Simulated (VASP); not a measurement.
# Mn2C (Pnnm) in VASP: relaxation of cell and atoms with PBE

Aim: the relaxation of cell and atoms of Mn2C with PBE.

Everything below comes from runs of VASP 6.6.1. Logs are shortened: lines on timing, memory, paths and dates and some standing lists are left out, and cuts for length are marked.

**1. The crystal as given**

Symmetry: Pnnm, No. 58, orthorhombic system. The conventional cell has a = 4.475 Å, b = 4.691 Å, c = 2.865 Å, α = 90.00°, β = 90.00°, γ = 90.00°. Mn (site symmetry m) is surrounded by 3 C at 1.95 to 1.97 Å. Around C (site symmetry 2/m) lie 6 Mn at 1.95 to 1.97 Å.

The cell was built by a generator and needn't be a form met in nature.

**2. Relaxation of cell and atoms, PBE, collinear spin, ferromagnetic start**

Contents of INCAR:

```
SYSTEM = Mn2C
PREC = Accurate ; ENCUT = 520
EDIFF = 1E-6 ; ISMEAR = 0
SIGMA = 0.1 ; LREAL = .FALSE.
LASPH = .TRUE. ; NELM = 120
ALGO = Normal ; ISIF = 3
LWAVE = .FALSE. ; LCHARG = .FALSE.
ISPIN = 2 ; MAGMOM = 4 4 4 4 0 0
LORBIT = 11 ; LMAXMIX = 4
GGA = PE ; IBRION = 2
NSW = 90 ; EDIFFG = -0.01
KPAR = 4
```

Contents of KPOINTS:

```
Automatic mesh
0
G
  7 5 8
  0 0 0
```

Contents of POSCAR:

```
Mn2C
1.0
    4.4750000000      0.0000000000      0.0000000000
    0.0000000000      4.6910000000      0.0000000000
    0.0000000000      0.0000000000      2.8650000000
Mn C
4 2
Direct
    0.2581005600      0.1608399100      0.0000000000
    0.7418994400      0.8391600900      0.0000000000
    0.2418994400      0.6608399100      0.5000000000
    0.7581005600      0.3391600900      0.5000000000
    0.0000000000      0.5000000000      0.0000000000
    0.5000000000      0.0000000000      0.5000000000
```

Potentials or basis: VASP PAW PBE potentials, release 64 (Mn_pv, C).

The run is started by

```sh
$ cat potpaw_PBE.64/Mn_pv/POTCAR potpaw_PBE.64/C/POTCAR > POTCAR
$ mpirun -np 4 vasp_std > vasp.out
```

OUTCAR:

```text
SYSTEM = Mn2C
   PREC = Accurate
   ENCUT = 520
   EDIFF = 1E-6
   ISMEAR = 0
   LREAL = .FALSE.
   LASPH = .TRUE.
   NELM = 120
   ISIF = 3
   ISPIN = 2
   LORBIT = 11
   GGA = PE
   IBRION = 2
   NSW = 90
   EDIFFG = -0.01

 ion  position               nearest neighbor table
   1  0.258  0.161  0.000-   6 1.95   6 1.95   5 1.97   2 2.64   3 2.75   3 2.75   3 2.75   3 2.75
                             2 2.76   4 2.79   4 2.79   4 2.79   4 2.79
   2  0.742  0.839  0.000-   6 1.95   6 1.95   5 1.97   1 2.64   4 2.75   4 2.75   4 2.75   4 2.75
                             1 2.76   3 2.79   3 2.79   3 2.79   3 2.79
   3  0.242  0.661  0.500-   5 1.95   5 1.95   6 1.97   4 2.64   1 2.75   1 2.75   1 2.75   1 2.75
                             4 2.76   2 2.79   2 2.79   2 2.79   2 2.79
   4  0.758  0.339  0.500-   5 1.95   5 1.95   6 1.97   3 2.64   2 2.75   2 2.75   2 2.75   2 2.75
                             3 2.76   1 2.79   1 2.79   1 2.79   1 2.79
   5  0.000  0.500  0.000-   3 1.95   4 1.95   3 1.95   4 1.95   1 1.97   2 1.97
   6  0.500  0.000  0.500-   1 1.95   2 1.95   1 1.95   2 1.95   3 1.97   4 1.97

  LATTYP: Found a simple orthorhombic cell.
 ALAT       =     2.8650000000
 B/A-ratio  =     1.5619546248
 C/A-ratio  =     1.6373472949

  Lattice vectors:

 A1 = (   0.0000000000,   0.0000000000,   2.8650000000)
 A2 = (   4.4750000000,   0.0000000000,   0.0000000000)
 A3 = (   0.0000000000,   4.6910000000,   0.0000000000)

Analysis of symmetry for initial positions (statically):
=====================================================================
 Subroutine PRICEL returns:
 Original cell was already a primitive cell.

 Routine SETGRP: Setting up the symmetry group for a
 simple orthorhombic supercell.

 Subroutine GETGRP returns: Found  8 space group operations
 (whereof  4 operations were pure point group operations)
 out of a pool of  8 trial point group operations.

The static configuration has the point symmetry C_2h.
 The point group associated with its full space group is D_2h.

Analysis of symmetry for dynamics (positions and initial velocities):
=====================================================================
 Subroutine PRICEL returns:
 Original cell was already a primitive cell.

 Routine SETGRP: Setting up the symmetry group for a
 simple orthorhombic supercell.

 Subroutine GETGRP returns: Found  8 space group operations
 (whereof  4 operations were pure point group operations)
 out of a pool of  8 trial point group operations.

The dynamic configuration has the point symmetry C_2h.
 The point group associated with its full space group is D_2h.

Analysis of structural, dynamic, and magnetic symmetry:
=====================================================================
 Subroutine PRICEL returns:
 Original cell was already a primitive cell.

 Routine SETGRP: Setting up the symmetry group for a
 simple orthorhombic supercell.

 Subroutine GETGRP returns: Found  8 space group operations
 (whereof  4 operations were pure point group operations)
 out of a pool of  8 trial point group operations.

The overall configuration has the point symmetry C_2h.
 The point group associated with its full space group is D_2h.

 Subroutine INISYM returns: Found  8 space group operations
 (whereof  4 operations are pure point group operations),
 and found     1 'primitive' translations

----------------------------------------------------------------------------------------

                                     Primitive cell

  volume of cell :      60.1427

  direct lattice vectors                    reciprocal lattice vectors
     4.475000000  0.000000000  0.000000000     0.223463687  0.000000000  0.000000000
     0.000000000  4.691000000  0.000000000     0.000000000  0.213174163  0.000000000
     0.000000000  0.000000000  2.865000000     0.000000000  0.000000000  0.349040140

  length of vectors
     4.475000000  4.691000000  2.865000000     0.223463687  0.213174163  0.349040140

  position of ions in fractional coordinates (direct lattice)
     0.258100560  0.160839910  0.000000000
     0.741899440  0.839160090  0.000000000
     0.241899440  0.660839910  0.500000000
     0.758100560  0.339160090  0.500000000
     0.000000000  0.500000000  0.000000000
     0.500000000  0.000000000  0.500000000

  ion indices of the primitive-cell ions
   primitive index   ion index
                 1           1
                 2           2
                 3           3
[... 82 lines left out ...]
   ISYM   =      2    0-nonsym 1-usesym 2-fastsym
   POTIM  = 0.5000    time-step for ionic-motion
   TEBEG  =    0.0;   TEEND  =   0.0 temperature during run
   PSTRESS=    0.0 pullay stress
   NELECT =      60.0000    total number of electrons
   NUPDOWN=      -1.0000    fix difference up-down
   EMIN   =  10.00;   EMAX   =-10.00  energy-range for DOS
   EFERMI =   0.00;   METHOD = LEGACY
   ISMEAR =     0;   SIGMA  =   0.10  broadening in eV -4-tet -1-fermi 0-gaus
   EFERMI_NEDOS =   21; number of points for ismear=-14 and -15
   IALGO  =     38    algorithm
   IMIX   =      4    mixing-type and parameters
     AMIX     =   0.40;   BMIX     =  1.00
     AMIX_MAG =   1.60;   BMIX_MAG =  1.00
  volume/ion in A,a.u.               =      10.02        67.64
  Fermi-wavevector in a.u.,A,eV,Ry     =   1.635803  3.091219 36.407149  2.675850
  Thomas-Fermi vector in A             =   2.727215
   LORBIT       =     11    0 simple, 1 ext, 2 COOP (PROOUT), +10 PAW based schemes
   GGA     = PE    functional components
   LHFCALC =     F    Hartree Fock is set to
   AEXX    =    0.0000 exact exchange contribution
   IVDW    =     0    specifies the selected vdW correction
   LEPSILON=     F    determine dielectric tensor
   LRPA    =     F    only Hartree local field effects (RPA)
 conjugate gradient relaxation of ions
 spin polarized calculation
 Gauss-broadening in eV      SIGMA  =   0.10
  energy-cutoff  :      520.00
  volume of cell :       60.14
 maximum number of plane-waves:      1642
 NGX is ok and might be reduce to    36
   NGX = 17   NGY = 17   NGZ = 11

--------------------------------------- Ionic step        1  -------------------------------------------

 number of electron      60.0000000 magnetization      16.0000000

 number of electron      60.0000027 magnetization       8.0202462

 Free energy of the ion-electron system (eV)
  ---------------------------------------------------
  ext. energy  EPLUGINS =         0.00000000
  ---------------------------------------------------
  free energy    TOTEN  =       -54.71235510 eV

  energy without entropy =      -54.68816287  energy(sigma->0) =      -54.70025898

------------------------ aborting loop because EDIFF is reached ----------------------------------------

  FORCE on cell =-STRESS in cart. coord.  units (eV):
  Direction    XX          YY          ZZ          XY          YZ          ZX
  --------------------------------------------------------------------------------------
  -------------------------------------------------------------------------------------
  Total       -0.2738041     -0.2931086     -0.0402024      0.0000000      0.0000000      0.0000000
  in kB       -7.2940289     -7.8082929     -1.0709757      0.0000000      0.0000000      0.0000000
  external PRESSURE =      -5.3910992 kB  Pullay stress =       0.0000000 kB
[... 101 lines left out ...]
  FREE ENERGIE OF THE ION-ELECTRON SYSTEM (eV)
  ---------------------------------------------------
  free  energy   TOTEN  =       -54.7133259076 eV

  energy  without entropy=      -54.6889912257  energy(sigma->0) =      -54.70115857

[... ionic steps 4 to 8 ...]

--------------------------------------- Ionic step        9  -------------------------------------------

 number of electron      60.0000016 magnetization       7.7129016

------------------------ aborting loop because EDIFF is reached ----------------------------------------
[... 75 lines left out ...]
--------------------------------------- Ionic step       11  -------------------------------------------

 number of electron      60.0000020 magnetization       7.7352923

 Free energy of the ion-electron system (eV)
  ---------------------------------------------------
  ext. energy  EPLUGINS =         0.00000000
  ---------------------------------------------------
  free energy    TOTEN  =       -54.71622290 eV

  energy without entropy =      -54.69026409  energy(sigma->0) =      -54.70324350

 E-fermi :   9.2212     XC(G=0): -13.2521

 val. band max:        9.2182610055   @ k =   0.0000   0.0000   0.0000
 cond. band min:       9.2294967217   @ k =   0.4286   0.0000   0.1250
 fundamental gap:      0.0112357162
 Fermi energy:         9.2211554032

 spin component 1

 k-point     1 :       0.0000    0.0000    0.0000
  band No.  band energies     occupation
      1     -39.9981      1.00000
      2     -39.8251      1.00000
      3     -39.8195      1.00000
      4     -39.7849      1.00000
      5     -39.7818      1.00000
      6     -39.7466      1.00000
[... 1069 lines left out ...]
     41      16.0488      0.00000
     42      16.1171      0.00000

 [... further k-points ...]

 spin component 2

 k-point     1 :       0.0000    0.0000    0.0000
  band No.  band energies     occupation
      1     -37.9824      1.00000
      2     -37.7943      1.00000
      3     -37.7367      1.00000
      4     -37.7251      1.00000
      5     -37.5683      1.00000
      6     -37.4870      1.00000
[... 1069 lines left out ...]
     41      16.5620      0.00000
     42      16.6202      0.00000

 [... further k-points ...]

 [bands above 42 left out]

------------------------ aborting loop because EDIFF is reached ----------------------------------------

  FORCE on cell =-STRESS in cart. coord.  units (eV):
  Direction    XX          YY          ZZ          XY          YZ          ZX
  --------------------------------------------------------------------------------------
  -------------------------------------------------------------------------------------
  Total       -0.0526066      0.0422812     -0.0105134     -0.0000000      0.0000000      0.0000000
  in kB       -1.4155328      1.1376992     -0.2828927     -0.0000000      0.0000000      0.0000000
  external PRESSURE =      -0.1869088 kB  Pullay stress =       0.0000000 kB
[... 21 lines left out ...]
  FREE ENERGIE OF THE ION-ELECTRON SYSTEM (eV)
  ---------------------------------------------------
  free  energy   TOTEN  =       -54.7162228997 eV

  energy  without entropy=      -54.6902640936  energy(sigma->0) =      -54.70324350

 reached required accuracy - stopping structural energy minimisation

 total charge

# of ion       s       p       d       tot
------------------------------------------
    1        0.338   6.388   5.200  11.927
    2        0.338   6.388   5.200  11.927
    3        0.338   6.388   5.200  11.927
    4        0.338   6.388   5.200  11.927
    5        0.893   1.567   0.000   2.460
    6        0.893   1.567   0.000   2.460
--------------------------------------------------
tot          3.139  28.688  20.799  52.625

 magnetization (x)

# of ion       s       p       d       tot
------------------------------------------
    1       -0.001  -0.009   2.026   2.016
    2       -0.001  -0.009   2.026   2.016
    3       -0.001  -0.009   2.026   2.016
    4       -0.001  -0.009   2.026   2.016
    5       -0.021  -0.120   0.000  -0.141
    6       -0.021  -0.120   0.000  -0.141
--------------------------------------------------
tot         -0.046  -0.275   8.102   7.781
```

It took 2.9 min on 4 MPI ranks of Intel Xeon 6975P-C (Granite Rapids), shared host; peak memory 0.35 GiB.

Results:

```yaml
Free_energy: -54.7162 eV
Relaxed_volume: 9.92 Å³/atom
Relaxed_cell: a = 4.443 Å, b = 4.700 Å, c = 2.852 Å, α = 90.00°, β = 90.00°, γ = 90.00°
Space_group_after_relaxing_to_0.05_Å: Pnnm (No. 58)
Energy_gained_by_relaxing: 0.6 meV/atom
Ionic_steps: 11
Pressure_after_relaxing: 0.0 GPa
Largest_force_after_relaxing: 0.006 eV/Å
Band_gap_on_the_k_mesh: none (metal or under the smearing width)
Net_moment: 7.74 μB per cell
Site_moments: Mn +2.02; C -0.14 μB
Valence_electrons_inside_the_program's_atomic_spheres: Mn 11.93; C 2.46
```

Forces in eV/Å, atoms in the order of the input:
```
Mn   0.005  0.004  0.000
Mn  -0.005 -0.004  0.000
Mn  -0.005  0.004  0.000
Mn   0.005 -0.004  0.000
C    0.000  0.000  0.000
C    0.000  0.000  0.000
```

The path:
```tsv
step	energy change (eV)	largest force (eV/Å)	pressure (GPa)	volume (Å³)
1	0.0000	0.0485	-0.54	60.14
2	-0.0010	0.0549	0.23	59.85
3	-0.0010	0.0563	0.32	59.81
4	-0.0017	0.0396	0.11	59.82
5	-0.0018	0.0477	-0.16	59.84
6	-0.0018	0.0420	-0.07	59.84
7	-0.0025	0.0244	-0.09	59.80
8	-0.0032	0.0312	-0.33	59.72
9	-0.0035	0.0345	0.32	59.45
10	-0.0036	0.0332	0.25	59.51
11	-0.0039	0.0060	-0.02	59.54
```

Final structure:
```
CELL_PARAMETERS angstrom
4.44296 0.00000 0.00000
0.00000 4.69959 0.00000
0.00000 0.00000 2.85167
ATOMIC_POSITIONS crystal
Mn 0.25250 0.15652 0.00000
Mn 0.74750 0.84348 0.00000
Mn 0.24750 0.65652 0.50000
Mn 0.75250 0.34348 0.50000
C 0.00000 0.50000 0.00000
C 0.50000 0.00000 0.50000
```
